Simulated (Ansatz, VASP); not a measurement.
# Cross-check of Ir (Ir wire along [111], 7 atoms a period) between VASP and Ansatz

One calculation is typed for both programs; each brings its own data sets. How far apart do they land? The structure shown is the start of the Ansatz relaxation below; VASP solves that cell, so the two are compared at the walk's first step.

Calculated with Ansatz 0.2.0; plane waves, with VASP 6.6.1 beside it; single point at PBE.

### 1. Starting point

The cell holds 7 atoms: 7 Ir. Cell: a = 9.537 Å, b = 9.960 Å, c = 6.703 Å, α = 90.0°, β = 90.0°, γ = 90.0°. Vacuum lies along a and b. The structure's axis is c.

### 2. Ansatz: relaxation, PBE

Ansatz runs on its PAW soft_1 files.

The two programs are compared at the cell with which this relaxation starts, whose forces are those of its first step.

input.yaml reads:

```yaml
crystal:
  lattice:
    - [9.537, 0.0, 0.0]
    - [0.0, 9.96, 0.0]
    - [0.0, 0.0, 6.7030366253]
  atoms:
    - { symbol: Ir, position: [0.499973956, 0.499992057, 0.0] }
    - { symbol: Ir, position: [0.356506239, 0.420678759, 0.333333333] }
    - { symbol: Ir, position: [0.499973956, 0.658618651, 0.333333333] }
    - { symbol: Ir, position: [0.643441674, 0.420678759, 0.333333333] }
    - { symbol: Ir, position: [0.356506239, 0.579305354, 0.666666667] }
    - { symbol: Ir, position: [0.499973956, 0.341365462, 0.666666667] }
    - { symbol: Ir, position: [0.643441674, 0.579305354, 0.666666667] }
kpoints:
  mp_grid: { grid: [1, 1, 12] }
scf:
  occupations: { method: fermi_dirac, width: 0.05 }
hamiltonian:
  xc: pbe
  pseudopotentials: { kind: paw, azcp: { folder: soft_1 } }
relax:
  cell: { fix: [a, b, alpha, beta, gamma] }
  max_steps: 45
  f_tol: 0.03
```

Run with:

```bash
$ ansatz run input.yaml --threads 4 --pin off --max-ram 16384MiB --backend cpu --events-out ev --progress --plain --runs-dir out
```

Numbers of over 12 decimals in the logs are rounded to 6 here.

The program printed:

```text
Engine: ansatz 0.2.0, aarch64-unknown-linux-gnu
Pseudopotentials: kind: paw
Pseudopotential: Ir, paw, valence charge 17, recommended cutoff 420 eV (normal), soft_1/Ir.paw.azcp
Functional definition: PBE
  parameter kappa = 0.804
  parameter beta = 0.066725
  exchange = pbe_x(kappa = kappa, mu = beta*pi^2/3)
  correlation = pbe_c(beta = beta)
Crystal: 7 atoms, lattice volume = 636.712 Å³
Basis set: ecut = 420 eV, 12441 PW (Γ), exchange–correlation on 128×144×90 points (8 copies of the dense FFT grid, shifted against one another)
Bands: 72, of which v1, the nominal top of the filled ones, is band 60 counted from 1 (59 counted from 0)
Symmetry: 4 space group operations
Space group: P2/m (ITA 10), of the structure as read, at distance tolerance 8.6e-5 Å
k-points: 7 of 12
Non-local potential: Ir, projectors of the file, l = 0: 3, l = 1: 2, l = 2: 2, l = 3: 1
PAW form: soft (Blöchl's): semilocal exchange-correlation on the pseudo side does not see the compensation charge
PAW one-centre angular grid: Ir, 590 points (default); XC on 64 Gauss nodes
Initial density: superposition of atomic densities (neutral atoms: chi_scale 0, normalization atom)
Initial wavefunctions: pseudopotential atomic-orbital guess
Functional: x = pbe(κ = 0.804, μ = 0.219515), c = pbe(β = 0.066725)
SCF iter   1: F=—  HF=-83540.763054 eV  |F-HF|=—  |Δ(HF+E_count)|=         —  Δρ=3.13e-2  dr2=1.57e1  ethr=3.10e-3  ⟨swp⟩=8.7  Hψ=2009  notcnv=0
preconditioner: auto → LDOS  [metal: Δε(μ)=0.141 eV  Ē_g=3.964 eV  σ=0.050 eV  W_gap=0.45  n_scr=92 (ndim 8)  ℏωp=11.7 eV  f_vac=0.642  D(μ)=14.73/eV (n_scr^D=84)  β→1.0]
SCF iter   2: F=—  HF=-83542.645380 eV  |F-HF|=—  |Δ(HF+E_count)|=    1.88e0  Δρ=4.25e-2  dr2=3.72e1  ethr=3.10e-3  ⟨swp⟩=3.7  Hψ=1323  notcnv=0  defer=7  recentre
SCF iter   3: F=—  HF=-83537.707638 eV  |F-HF|=—  |Δ(HF+E_count)|=    4.94e0  Δρ=1.31e-2  dr2=3.42e0  ethr=3.10e-3  ⟨swp⟩=3.3  Hψ=1331  notcnv=0  defer=6
SCF iter   4: F=—  HF=-83537.159829 eV  |F-HF|=—  |Δ(HF+E_count)|=   5.48e-1  Δρ=4.55e-3  dr2=3.53e-1  ethr=2.88e-3  ⟨swp⟩=2.0  Hψ=617  notcnv=0  defer=6
SCF iter   5: F=—  HF=-83537.132553 eV  |F-HF|=—  |Δ(HF+E_count)|=   2.73e-2  Δρ=1.87e-3  dr2=2.09e-2  ethr=2.96e-4  ⟨swp⟩=2.0  Hψ=800  notcnv=0  defer=6
SCF iter   6: F=—  HF=-83537.138891 eV  |F-HF|=—  |Δ(HF+E_count)|=   6.34e-3  Δρ=6.18e-4  dr2=4.19e-3  ethr=1.75e-5  ⟨swp⟩=2.0  Hψ=800  notcnv=0  defer=6
SCF iter   7: F=—  HF=-83537.139366 eV  |F-HF|=—  |Δ(HF+E_count)|=   4.75e-4  Δρ=2.92e-4  dr2=1.19e-3  ethr=3.52e-6  ⟨swp⟩=1.7  Hψ=549  notcnv=0  defer=6
SCF iter   8: F=—  HF=-83537.139290 eV  |F-HF|=—  |Δ(HF+E_count)|=   7.61e-5  Δρ=1.91e-4  dr2=3.70e-4  ethr=9.97e-7  ⟨swp⟩=2.0  Hψ=684  notcnv=0  defer=6
SCF iter   9: F=—  HF=-83537.139289 eV  |F-HF|=—  |Δ(HF+E_count)|=   9.42e-7  Δρ=1.26e-4  dr2=2.47e-4  ethr=3.11e-7  ⟨swp⟩=2.4  Hψ=721  notcnv=0  defer=6
SCF iter  10: F=—  HF=-83537.139266 eV  |F-HF|=—  |Δ(HF+E_count)|=   2.27e-5  Δρ=3.61e-5  dr2=1.49e-5  ethr=2.07e-7  ⟨swp⟩=1.0  Hψ=498  notcnv=0  defer=6
SCF iter  11: F=—  HF=-83537.139460 eV  |F-HF|=—  |Δ(HF+E_count)|=   1.94e-4  Δρ=1.14e-5  dr2=9.71e-7  ethr=1.26e-8  ⟨swp⟩=2.0  Hψ=670  notcnv=0  defer=6
SCF iter  12: F=—  HF=-83537.139460 eV  |F-HF|=—  |Δ(HF+E_count)|=   2.89e-7  Δρ=3.87e-6  dr2=1.52e-7  ethr=8.16e-10  ⟨swp⟩=2.0  Hψ=730  notcnv=0  defer=6
SCF iter  13: F=-83537.139460 eV  HF=-83537.139460 eV  |F-HF|=5.38e-9  |Δ(HF+E_count)|=   2.40e-8  Δρ=1.90e-6  dr2=2.32e-8  ethr=8.40e-11  ⟨swp⟩=4.0  Hψ=1617  notcnv=0
SCF 1 converged in 13 iterations: F = -83537.139460 eV  dr2 = 2.32e-8
  greatest PAW one-centre occupation: 1.000 electrons in one spin orbital (limit 2), on the Ir atom at site 0 (counted from 0), in its partial waves of l = 0
relax step   1: F+E_penalty+E_count = -83537.13945989 eV  Δ(F+E_penalty+E_count) = +0.000e0 eV  max|allowed force component| = 3.587e0 eV/Å  Δτ_max = 0.0000 Å  P = -5.228 GPa  Ω = 636.712 Å³  fix = [a, b, alpha, beta, gamma]  reactions: a -4.250, b -4.264 GPa; alpha -0.011 GPa/rad  (13 SCF iters, dr2 threshold 1.00e-7 eV, accepted)
[...]
relax step   4: F+E_penalty+E_count = -83539.72358335 eV  Δ(F+E_penalty+E_count) = -6.129e-2 eV  max|allowed force component| = 5.404e-2 eV/Å  Δτ_max = 0.0251 Å  P = +0.102 GPa  Ω = 591.458 Å³  energy of the carried Pulay correction = +3.246e-3 eV  fix = [a, b, alpha, beta, gamma]  reactions: a +0.120, b +0.069 GPa; alpha +0.001 GPa/rad  (8 SCF iters, dr2 threshold 7.00e-7 eV, accepted)
[...]
relax step   5: F+E_penalty+E_count = -83539.72419109 eV  Δ(F+E_penalty+E_count) = -6.077e-4 eV  max|allowed force component| = 1.769e-2 eV/Å  Δτ_max = 0.0038 Å  P = -0.002 GPa  Ω = 593.042 Å³  energy of the carried Pulay correction = +3.125e-3 eV  fix = [a, b, alpha, beta, gamma]  reactions: a +0.069, b +0.013 GPa; alpha -0.003 GPa/rad  (7 SCF iters, dr2 threshold 1.82e-7 eV, accepted)
[...]
relax step   6: F+E_penalty+E_count = -83539.72438102 eV  Δ(F+E_penalty+E_count) = -1.899e-4 eV  max|allowed force component| = 3.350e-3 eV/Å  Δτ_max = 0.0003 Å  P = +0.040 GPa  Ω = 592.533 Å³  energy of the carried Pulay correction = +3.164e-3 eV  fix = [a, b, alpha, beta, gamma]  reactions: a +0.092, b +0.033 GPa; alpha -0.002 GPa/rad  (6 SCF iters, dr2 threshold 1.98e-8 eV, accepted)
[...]
relax step   7: F+E_penalty+E_count = -83539.71983615 eV  Δ(F+E_penalty+E_count) = +4.545e-3 eV  max|allowed force component| = 3.748e-3 eV/Å  Δτ_max = 0.0000 Å  P = +0.043 GPa  Ω = 592.533 Å³  fix = [a, b, alpha, beta, gamma]  reactions: a +0.094, b +0.036 GPa; alpha -0.002 GPa/rad  stress off target by 1.10e-3 GPa on what of the cell is left free  SCF on the basis re-selected at this cell (its energy is not comparable with the rows above)  (8 SCF iters)
basis re-selected at this cell: Δ(F+E_penalty+E_count) = +4.545e-3 eV, ΔP = +0.002 GPa vs the last step (what re-selecting the basis moved, of the pressure what is left beyond the Pulay correction that the steps carried, after the strain that the cell walked since its last selection, with what the two solves' SCF thresholds leave and, on support functions, any second-order correction that the steps lacked; it is no m [...]
SCF converged after 8 iterations
Free energy (F): -83539.719836 eV
Harris-Foulkes:  -83539.719836 eV  (|F-HF|=1.46e-11)
Internal energy: -83539.550998 eV  (E = F + TS)
E sigma→0 (E₀):  -83539.635417 eV
Entropy (-TS):   -0.168839 eV (-24.120 meV/atom)
Fermi energy:    0.386821 eV
--- Per-component energies (eV) ---
  E_band       = -3481.103032
  E_kinetic    = 3778.866305
  E_local      = -46595.269998  (includes V_loc(G=0)·N_el)
  E_nonlocal   = 1342.515928
  E_hartree    = 20868.699169
  E_xc         = -1593.682380
  E_vxc        = -1771.093398  (∫ρ·V_xc dr)
  E_paw        = -64862.085703  (= ΣΔE_a)
  E_vpaw       = -1973.522303  (= ΣTr[D̂ρ^β])
  E_aug_tail   = 0.002582  (compensation charges beyond the density's cutoff)
  E_ewald      = 3521.403099
  E_smearing   = -0.168839  (= −TS)
  E_closure    = -0.000000  (closes the sum)
  Σ components = -83539.719836   (vs F -83539.719836, Δ=0.00e0)
--- Forces (eV/Å), atoms counted from 1 ---
  atom   1  Ir     0.00000000     0.00000000     0.00000000
  atom   2  Ir    -0.00065849    -0.00374815     0.00188397
  atom   3  Ir    -0.00000000     0.00054091    -0.00064878
  atom   4  Ir     0.00065849    -0.00374815     0.00188397
  atom   5  Ir    -0.00065849     0.00374815    -0.00188397
  atom   6  Ir     0.00000000    -0.00054091     0.00064878
  atom   7  Ir     0.00065849     0.00374815    -0.00188397
  max |Σ_I F_I| component: 0.00e0 eV/Å
--- Stress (GPa, compression-positive) ---
        0.094219      -0.000000      -0.000000
       -0.000000       0.035533       0.002039
       -0.000000       0.002039      -0.001096
  P = ⅓ Tr σ = 0.0429 GPa (0.429 kbar)
--- Relaxed structure (6 steps of the walk, 6 accepted, 1 SCFs on fresh bases) ---
  F+E_penalty+E_count = -83539.71983615 eV   max|allowed force component| = 3.748e-3 eV/Å   (the final SCF, on the basis selected at the relaxed cell)
  cell:  # Å, volume = 592.5329 Å³
    - [9.537, 0, 0]
    - [0, 9.96, 0]
    - [0, 0, 6.237942]
  atoms:
    - { symbol: Ir, position: [0.499974, 0.500000, 0] }
    - { symbol: Ir, position: [0.366694, 0.425871, 0.335101] }
    - { symbol: Ir, position: [0.499974, 0.647415, 0.334644] }
    - { symbol: Ir, position: [0.633254, 0.425871, 0.335101] }
    - { symbol: Ir, position: [0.366694, 0.574129, 0.664899] }
    - { symbol: Ir, position: [0.499974, 0.352585, 0.665356] }
    - { symbol: Ir, position: [0.633254, 0.574129, 0.664899] }
```

### 3. VASP: single point, PBE, start cell

The same cell, functional, mesh and smearing now go to VASP, with its own data sets.

Lines of VASP's logs that name or quote its potential files are left out, and so is its time.

INCAR reads:

```
SYSTEM = Ir
PREC = Accurate
ENCUT = 400
EDIFF = 1E-06
NELM = 120
ISMEAR = -1
SIGMA = 0.05
LREAL = .FALSE.
ALGO = Normal
GGA = PE
NBANDS = 39
LASPH = .TRUE.
LORBIT = 11
LWAVE = .FALSE.
LCHARG = .FALSE.
ISIF = 2
GGA_COMPAT = .FALSE.
KPAR = 2
```

POSCAR reads:

```
Ir
1.0
    9.5370000000      0.0000000000      0.0000000000
    0.0000000000      9.9600000000      0.0000000000
    0.0000000000      0.0000000000      6.7030370000
Ir
7
Direct
    0.5000000000      0.5000000000      0.0000000000
    0.3565322953      0.4206867470      0.3333333831
    0.5000000000      0.6586266064      0.3333333831
    0.6434677047      0.4206867470      0.3333333831
    0.3565322953      0.5793132530      0.6666666169
    0.5000000000      0.3413733936      0.6666666169
    0.6434677047      0.5793132530      0.6666666169
```

KPOINTS reads:

```
Automatic mesh
0
Gamma
1 1 12
0 0 0
```

PAW data sets: Ir (PBE family, release 64).

Run with:

```bash
$ mpirun -np 2 vasp_std
```

The program printed:

```text
[banner, memory and clock lines left out]
running    2 mpi-ranks, on    1 nodes
 distrk:  each k-point on    1 cores,    2 groups
 distr:  one band on    1 cores,    1 groups

 POSCAR found type information on POSCAR Ir
 POSCAR found :  1 types and       7 ions
 LDA part: xc-table for (Slater+PW92), standard interpolation
 POSCAR, INCAR and KPOINTS ok, starting setup
 FFT: planning ... GRIDC
 FFT: planning ... GRID_SOFT
 FFT: planning ... GRID
 WAVECAR not read
 entering main loop
       N       E                     dE             d eps       ncg     rms          rms(c)
DAV:   1     0.387758300408E+03    0.38776E+03   -0.18005E+04   546   0.982E+02
DAV:   2     0.255363272694E+02   -0.36222E+03   -0.32329E+03   646   0.277E+02
DAV:   3    -0.376470412300E+02   -0.63183E+02   -0.58203E+02   732   0.965E+01
DAV:   4    -0.442169725609E+02   -0.65699E+01   -0.58746E+01   910   0.329E+01
DAV:   5    -0.447009755368E+02   -0.48400E+00   -0.41600E+00   821   0.628E+00    0.183E+01
DAV:   6    -0.424736695598E+02    0.22273E+01   -0.11207E+01   872   0.208E+01    0.128E+01
DAV:   7    -0.443465842274E+02   -0.18729E+01   -0.26146E+01   943   0.316E+01    0.151E+01
DAV:   8    -0.423410448382E+02    0.20055E+01   -0.45791E+00   881   0.152E+01    0.648E+00
DAV:   9    -0.416871965414E+02    0.65385E+00   -0.24910E+00  1004   0.124E+01    0.464E+00
DAV:  10    -0.414940450265E+02    0.19315E+00   -0.54272E-01   988   0.637E+00    0.200E+00
DAV:  11    -0.414367243902E+02    0.57321E-01   -0.15468E-01   964   0.233E+00    0.734E-01
DAV:  12    -0.414360393726E+02    0.68502E-03   -0.14848E-02   665   0.920E-01    0.311E-01
DAV:  13    -0.414355995418E+02    0.43983E-03   -0.15770E-03   802   0.177E-01    0.150E-01
DAV:  14    -0.414359680044E+02   -0.36846E-03   -0.90135E-04   811   0.162E-01    0.524E-02
DAV:  15    -0.414366196846E+02   -0.65168E-03   -0.20736E-04   567   0.948E-02    0.382E-02
DAV:  16    -0.414374096809E+02   -0.79000E-03   -0.20161E-04   624   0.637E-02    0.218E-02
DAV:  17    -0.414377515174E+02   -0.34184E-03   -0.63632E-05   768   0.498E-02    0.193E-02
DAV:  18    -0.414379790462E+02   -0.22753E-03   -0.35704E-05   710   0.353E-02    0.599E-03
DAV:  19    -0.414379954923E+02   -0.16446E-04   -0.35157E-06   589   0.975E-03    0.278E-03
DAV:  20    -0.414380102729E+02   -0.14781E-04   -0.25776E-06   456   0.540E-03    0.125E-03
DAV:  21    -0.414380120959E+02   -0.18230E-05   -0.45406E-07   343   0.302E-03    0.104E-03
DAV:  22    -0.414380121132E+02   -0.17328E-07   -0.15910E-07   294   0.267E-03
   1 F= -.41438012E+02 E0= -.41338241E+02  d E =-.199541E+00
```

From OUTCAR (step 3):

```text
ion  position               nearest neighbor table
   1  0.500  0.500  0.000-   2 2.74   4 2.74   5 2.74   7 2.74   6 2.74   3 2.74
   2  0.357  0.421  0.333-   5 2.74   3 2.74   6 2.74   4 2.74   1 2.74
   3  0.500  0.659  0.333-   2 2.74   4 2.74   5 2.74   7 2.74   1 2.74
   4  0.643  0.421  0.333-   7 2.74   3 2.74   6 2.74   2 2.74   1 2.74
   5  0.357  0.579  0.667-   2 2.74   6 2.74   3 2.74   7 2.74   1 2.74
   6  0.500  0.341  0.667-   5 2.74   7 2.74   2 2.74   4 2.74   1 2.74
   7  0.643  0.579  0.667-   4 2.74   6 2.74   3 2.74   5 2.74   1 2.74

  LATTYP: Found a simple orthorhombic cell.
 ALAT       =     6.7030370000
 B/A-ratio  =     1.4227879094
 C/A-ratio  =     1.4858936330

 Subroutine GETGRP returns: Found  4 space group operations
 (whereof  4 operations were pure point group operations)

The static configuration has the point symmetry C_2h.

 Found      7 irreducible k-points:

   k-points           NKPTS =      7   k-points in BZ     NKDIM =      7   number of bands    NBANDS=     39

   dimension x,y,z NGX =    64 NGY =   70 NGZ =   48
   dimension x,y,z NGXF=   128 NGYF=  140 NGZF=   96

   ENCUT  =  400.0 eV  29.40 Ry    5.42 a.u.  15.55 16.24 10.93*2*pi/ulx,y,z

   NELECT =      63.0000    total number of electrons

 k-points in reciprocal lattice and weights: Automatic mesh
   0.00000000  0.00000000  0.00000000       0.083
   0.00000000  0.00000000  0.08333333       0.167
   0.00000000  0.00000000  0.16666667       0.167
   0.00000000  0.00000000  0.25000000       0.167
   0.00000000  0.00000000  0.33333333       0.167
   0.00000000  0.00000000  0.41666667       0.167
   0.00000000  0.00000000  0.50000000       0.083

 average (electrostatic) potential at core
       1 -60.3476       2 -60.2621       3 -60.2573       4 -60.2621       5 -60.2621
       6 -60.2573       7 -60.2621

 E-fermi :  -2.3699

 k-point     1 :       0.0000    0.0000    0.0000
  band No.  band energies     occupation
    ...
     30      -2.6292      1.98887
     31      -2.5081      1.88126
     32      -2.5064      1.87741
     33      -2.3305      0.62447
     34      -2.3197      0.53626
     35      -2.1795      0.04342
     36      -1.9697      0.00067
     37      -1.9678      0.00064
     38      -1.9050      0.00018
     39      -1.7768      0.00001

 k-point     2 :       0.0000    0.0000    0.0833
  band No.  band energies     occupation
    ...
     29      -2.7869      1.99952
     30      -2.6281      1.98863
     31      -2.5000      1.86196
     32      -2.4990      1.85918
     33      -2.3194      0.53354
     34      -2.3089      0.45527
     35      -2.1834      0.04681
     36      -1.9711      0.00069
     37      -1.9693      0.00066
     38      -1.9071      0.00019
    ...

 k-point     3 :       0.0000    0.0000    0.1667
  band No.  band energies     occupation
    ...
     28      -2.7156      1.99801
     29      -2.7128      1.99790
     30      -2.6250      1.98789
     31      -2.4583      1.70797
     32      -2.4572      1.70268
     33      -2.2888      0.32973
     34      -2.2784      0.27628
     35      -2.1942      0.05779
     36      -1.9689      0.00066
     37      -1.9674      0.00064
    ...

  Total      -16.7379664    -16.7952573    -28.2335580      0.0000000      0.0428736      0.0000000
  in kB      -42.1182712    -42.2624342    -71.0449898      0.0000000      0.1078841      0.0000000
  external PRESSURE =     -51.8085651 kB  Pullay stress =       0.0000000 kB

  energy-cutoff  :      400.00
  volume of cell :      636.71
      direct lattice vectors                 reciprocal lattice vectors
     9.537000000  0.000000000  0.000000000     0.104854776  0.000000000  0.000000000
     0.000000000  9.960000000  0.000000000     0.000000000  0.100401606  0.000000000
     0.000000000  0.000000000  6.703037000     0.000000000  0.000000000  0.149186108

 POSITION                                       TOTAL-FORCE (eV/Angst)
 -----------------------------------------------------------------------------------
      4.76850      4.98000      0.00000         0.000000      0.000000      0.000000
      3.40025      4.19004      2.23435         3.097000      1.764139      1.085982
      4.76850      6.55992      2.23435         0.000000     -3.551737      1.095867
      6.13675      4.19004      2.23435        -3.097000      1.764139      1.085982
      3.40025      5.76996      4.46869         3.097000     -1.764139     -1.085982
      4.76850      3.40008      4.46869         0.000000      3.551737     -1.095867
      6.13675      5.76996      4.46869        -3.097000     -1.764139     -1.085982
 -----------------------------------------------------------------------------------
    total drift:                               -0.000000     -0.000000      0.000000

  FREE ENERGIE OF THE ION-ELECTRON SYSTEM (eV)
  ---------------------------------------------------
  free  energy   TOTEN  =       -41.4380121132 eV

  energy  without entropy=      -41.2384707956  energy(sigma->0) =      -41.33824145

 total charge
# of ion       s       p       d       tot
------------------------------------------
    1        0.656   0.393   6.801   7.851
    2        0.574   0.261   6.952   7.787
    3        0.575   0.261   6.950   7.786
    4        0.574   0.261   6.952   7.787
    5        0.574   0.261   6.952   7.787
    6        0.575   0.261   6.950   7.786
    7        0.574   0.261   6.952   7.787
--------------------------------------------------
tot          4.101   1.959  48.510  54.571

[... 3 further parts left out ...]
```

This run has no spin polarisation. Its electron count is odd, so without a moment it is a metal by construction.

### 4. Differences

Known differences besides the potentials themselves: the data sets hold 119 valence electrons in Ansatz (on its PAW soft_1 files) and 63 in VASP; the cutoff is 420 eV in Ansatz and 400 eV in VASP. Total energies have different zeros and are not compared.

Forces (eV/Å; atoms numbered as in POSCAR):

| atom | Ansatz x, y, z | VASP x, y, z |
| --- | --- | --- |
| Ir1 | 0.000, 0.000, 0.000 | 0.000, 0.000, 0.000 |
| Ir2 | 3.127, 1.781, 1.091 | 3.097, 1.764, 1.086 |
| Ir3 | 0.000, -3.587, 1.101 | 0.000, -3.552, 1.096 |
| Ir4 | -3.127, 1.781, 1.091 | -3.097, 1.764, 1.086 |
| Ir5 | 3.127, -1.781, -1.091 | 3.097, -1.764, -1.086 |
| Ir6 | 0.000, 3.587, -1.101 | 0.000, 3.552, -1.096 |
| Ir7 | -3.127, -1.781, -1.091 | -3.097, -1.764, -1.086 |

The forces differ by 19 meV/Å r.m.s., which is 0.9 % of the r.m.s. force of 1.990 eV/Å (both taken over all components).

### 5. Summary of results

```yaml
r_m_s_force_difference_single_point_pbe_start_cell: 0.94 % of the r.m.s. force
```

The r.m.s. force difference is 0.94 % of the r.m.s. force (single point, PBE, start cell), within the 3 % picked in this series as the mark of a large difference. The data sets hold unlike numbers of valence electrons (119 in Ansatz and 63 in VASP), so part of the differences comes from the potentials. How closely two codes agree says nothing of how well the functional describes the real material.

[Lines on the potential files, build, host, timing and source positions are cut from VASP's logs without a mark.]

[Logs are printed without paths, hosts, clocks, repeated set-up lines and the standing remarks that a program may print on its own settings, such as how far it seeks lower states.]

[Hosts, paths, dates, database ids (printed as entryN), source tags and the programs' standing remarks are cut or masked in the printed files.]
